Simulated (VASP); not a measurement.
Shape and ions are relaxed at each volume.

Energy against volume of FePt (L1_0). Calculation: MS2 meta-GGA, VASP's PBE PAW potentials (set 64) (plane waves; VASP).

| V (Å³/atom) | E (eV/atom) |
|---|---|
| 12.684 | -0.00627 |
| 13.088 | -0.03494 |
| 13.493 | -0.04346 |
| 13.898 | -0.03510 |
| 14.303 | -0.01243 |

Task: Fit a third-order Birch-Murnaghan equation of state.

Result: 
```yaml
volume_per_atom: 13.48 Å³/atom
bulk_modulus: 224 GPa
pressure_derivative_of_the_bulk_modulus: 4.71
```

Measured: bulk modulus 208 GPa (computed value off by +7.5 %), as given by First-principles calculations on Fe-Pt nanoclusters of various morphologies. The calculation is for a static lattice, while the measured bulk modulus holds thermal and zero-point effects, which are part of the difference.

The compound is FePt in the L1_0 structure. It was relaxed first.
